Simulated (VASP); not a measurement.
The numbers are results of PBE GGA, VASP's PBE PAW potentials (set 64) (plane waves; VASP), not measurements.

Input for VASP

### POSCAR
```
Se
1
    2.2632651772    -3.9200902617     0.0000000000
    2.2632651772     3.9200902617     0.0000000000
    0.0000000000     0.0000000000     5.0457517533
Se
3
Direct
  0.0000000000   0.2188512703   0.6666670000
  0.7811487297   0.7811487297   0.0000000000
  0.2188512703   0.0000000000   0.3333330000
```

KPOINTS:
```
k-points along high-symmetry lines
10
Line-mode
Reciprocal
  0.000000   0.000000   0.000000 ! GAMMA
  0.500000   0.000000   0.000000 ! M

  0.500000   0.000000   0.000000 ! M
  0.333333   0.333333   0.000000 ! K

  0.333333   0.333333   0.000000 ! K
  0.000000   0.000000   0.000000 ! GAMMA

  0.000000   0.000000   0.000000 ! GAMMA
  0.000000   0.000000   0.500000 ! A

  0.000000   0.000000   0.500000 ! A
  0.500000   0.000000   0.500000 ! L

  0.500000   0.000000   0.500000 ! L
  0.333333   0.333333   0.500000 ! H

  0.333333   0.333333   0.500000 ! H
  0.000000   0.000000   0.500000 ! A

  0.500000   0.000000   0.500000 ! L
  0.500000   0.000000   0.000000 ! M

  0.333333   0.333333   0.500000 ! H
  0.333333   0.333333   0.000000 ! K
```

**INCAR**
```
NELM = 100   # most electronic steps
ISMEAR = 0
ALGO = Normal
ICHARG = 11   # fixed density
PREC = Accurate
SIGMA = 0.05   # width (eV)
EDIFF = 1E-7   # SCF stop (eV)
LASPH = T
GGA = PE
LCHARG = F
LORBIT = 11
SYSTEM = Se
LREAL = F   # projection in real space or not
LWAVE = F
LMAXMIX = 4
ENCUT = 520   # plane-wave cut-off (eV)
```

POTCAR, in this order: Se (PBE.64 set). Program: vasp_std. Read from the step before: CHGCAR.

Output

**OUTCAR**
```
 ion  position               nearest neighbor table
   1  0.000  0.219  0.667-   2 2.40   3 2.40
   2  0.781  0.781  0.000-   1 2.40   3 2.40
   3  0.219  0.000  0.333-   2 2.40   1 2.40
  LATTYP: Found a hexagonal cell.
 ALAT       =     4.5265303404
 C/A-ratio  =     1.1147062703
 Subroutine PRICEL returns:
 Original cell was already a primitive cell.
 Subroutine GETGRP returns: Found  6 space group operations
The static configuration has the point symmetry C_2 .
 The point group associated with its full space group is D_3 .
The dynamic configuration has the point symmetry C_2 .
 Subroutine INISYM returns: Found  6 space group operations
   k-points           NKPTS =     90   k-points in BZ     NKDIM =     90   number of bands    NBANDS=     13
   number of dos      NEDOS =    301   number of ions     NIONS =      3
   total plane-waves  NPLWV =  51840
   dimension x,y,z NGX =    36 NGY =   36 NGZ =   40
   dimension x,y,z NGXF=    72 NGYF=   72 NGZF=   80
   ions per type =               3
   PREC   = accura    normal or accurate (medium, high low for compatibility)
   ISTART =      0    job   : 0-new  1-cont  2-samecut
   ICHARG =     11    charge: 1-file 2-atom 10-const
   ISPIN  =      1    spin polarized calculation?
   LNONCOLLINEAR =      F non collinear calculations
   LSORBIT =      F    spin-orbit coupling
   INIWAV =      1    electr: 0-lowe 1-rand  2-diag
   ENCUT  =  520.0 eV  38.22 Ry    6.18 a.u.   8.42  8.42  9.38*2*pi/ulx,y,z
   NELM   =    100;   NELMIN=  2; NELMDL= -5     # of ELM steps
   EDIFF  = 0.1E-06   stopping-criterion for ELM
   LREAL  =      F    real-space projection
   NLSPLINE    = F    spline interpolate recip. space projectors
   LMAXMIX     =    4 max onsite mixed and CHGCAR
   VOSKOWN=      0    Vosko Wilk Nusair interpolation
   EDIFFG = 0.1E-05   stopping-criterion for IOM
   NSW    =      0    number of steps for IOM
   NBLOCK =      1;   KBLOCK =      1    inner block; outer block
   IBRION =     -1    ionic relax: 0-MD 1-quasi-New 2-CG
   NFREE  =      0    steps in history (QN), initial steepest desc. (CG)
   ISIF   =      2    stress and relaxation
...
```

**OSZICAR**
```
       N       E                     dE             d eps       ncg     rms          rms(c)
DAV:   1     0.911960583480E+02    0.91196E+02   -0.71978E+03  2340   0.113E+03
DAV:   2    -0.341224082106E+01   -0.94608E+02   -0.90613E+02  3117   0.177E+02
DAV:   3    -0.101490731807E+02   -0.67368E+01   -0.66930E+01  2815   0.550E+01
DAV:   4    -0.102212473292E+02   -0.72174E-01   -0.72090E-01  2710   0.668E+00
DAV:   5    -0.102219438474E+02   -0.69652E-03   -0.69647E-03  2955   0.653E-01
DAV:   6    -0.102219553606E+02   -0.11513E-04   -0.11513E-04  2835   0.812E-02
DAV:   7    -0.102219556267E+02   -0.26610E-06   -0.26604E-06  2975   0.108E-02
DAV:   8    -0.102219556334E+02   -0.67091E-08   -0.67390E-08  2367   0.167E-03
   1 F= -.10221956E+02 E0= -.10221956E+02  d E =-.395612E-14
```

**OUTCAR**
```
 val. band max:        1.8158818432   @ k =   0.5000   0.0000   0.5000

 cond. band min:       2.8364944056   @ k =   0.3333   0.3333   0.5000



 k-point     1 :       0.0000    0.0000    0.0000
  band No.  band energies     occupation
      1     -13.5447      2.00000
      2      -9.7369      2.00000
      3      -9.7369      2.00000
      4      -1.9035      2.00000
      5      -1.9035      2.00000
      6      -1.6000      2.00000
      7      -0.0288      2.00000
      8      -0.0288      2.00000
      9       1.5044      2.00000
     10       3.7438      0.00000
     11       3.7438      0.00000
     12       4.1115      0.00000
     13       7.6991      0.00000

 k-point     2 :       0.0556    0.0000    0.0000
  band No.  band energies     occupation
      1     -13.5353      2.00000
      2      -9.7460      2.00000
      3      -9.7365      2.00000
      4      -1.9899      2.00000
      5      -1.9367      2.00000
      6      -1.5619      2.00000
      7      -0.0299      2.00000
      8       0.0221      2.00000
      9       1.4852      2.00000
     10       3.7240      0.00000
     11       3.7421      0.00000
     12       4.1416      0.00000
     13       7.7280      0.00000

 k-point     3 :       0.1111    0.0000    0.0000
  band No.  band energies     occupation
      1     -13.5079      2.00000
      2      -9.7726      2.00000
      3      -9.7352      2.00000
      4      -2.1705      2.00000
      5      -2.0209      2.00000
      6      -1.5087      2.00000
      7      -0.0332      2.00000
      8       0.1352      2.00000
      9       1.4258      2.00000
     10       3.6925      0.00000
     11       3.7445      0.00000
     12       4.2256      0.00000
     13       7.7892      0.00000

 k-point     4 :       0.1667    0.0000    0.0000
  band No.  band energies     occupation
      1     -13.4647      2.00000
      2      -9.8156      2.00000
      3      -9.7332      2.00000
      4      -2.3696      2.00000
...
```

The density is held fixed in this step, so its total energy and stress have no physical meaning. Without a dispersion term in the relaxation, distances and binding between the weakly bound layers, chains or molecules are unreliable, and so is what depends on them.

The compound is Se in the trig structure. It was relaxed first, which changed the volume by +9 %.
